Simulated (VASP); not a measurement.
Calculation: rev-vdW-DF2, VASP's PBE PAW potentials (set 64) (plane waves; VASP).

VASP ran on this input.

### INCAR
```
AGGAC  =  0.0
ALGO  =  Normal
EDIFF  =  1E-6
EDIFFG  =  -0.02
ENCUT  =  520
GGA  =  MK
IBRION  =  2
ISIF  =  3
ISMEAR  =  0
LASPH  =  .True.
LCHARG  =  .False.
LREAL  =  .False.
LUSE_VDW  =  .True.
LWAVE  =  .False.
NELM  =  100
NSW  =  60
PARAM1  =  0.1234568
PARAM2  =  0.7114
PREC  =  Accurate
SIGMA  =  0.05
SYSTEM  =  Na2S
ZAB_VDW  =  -1.8867
```

### KPOINTS
```
Automatic mesh
0
Gamma
5 5 5
0 0 0
```

### POSCAR
```
Na2S
1
   -0.0000000000     3.2613232805     3.2613232805
    3.2613232805    -0.0000000000     3.2613232805
    3.2613232805     3.2613232805     0.0000000000
Na S
2 1
Direct
  0.2500000000   0.2500000000   0.2500000000
  0.7500000000   0.7500000000   0.7500000000
  0.0000000000   1.0000000000   0.0000000000
```

POTCAR, in this order: Na_pv S (PBE.64 set). Program: vasp_std.

Task: Estimate the energy per atom (σ→0), band gap (on the k-mesh).

Result: 
```
Quantity                          Result
------------------------  --------------
energy per atom (σ→0)     -1.640 eV/atom
band gap (on the k-mesh)         2.43 eV
```

### OSZICAR
```
...
DAV:   8    -0.491863758495E+01   -0.26968E-02   -0.16725E-02   280   0.130E+00    0.617E-01
DAV:   9    -0.491855684325E+01    0.80742E-04   -0.21341E-04   382   0.139E-01    0.572E-01
DAV:  10    -0.491994699998E+01   -0.13902E-02   -0.93297E-03   280   0.621E-01    0.598E-01
DAV:  11    -0.491935234587E+01    0.59465E-03   -0.12583E-03   298   0.246E-01    0.238E-01
DAV:  12    -0.491931462876E+01    0.37717E-04   -0.13467E-04   298   0.809E-02    0.600E-02
DAV:  13    -0.491930177912E+01    0.12850E-04   -0.59433E-05   344   0.538E-02    0.179E-03
DAV:  14    -0.491930193242E+01   -0.15331E-06   -0.29676E-06   292   0.126E-02
   1 F= -.49193019E+01 E0= -.49193019E+01  d E =-.491930E+01
```

The compound is Na2S in the antifluorite structure. It was relaxed first.
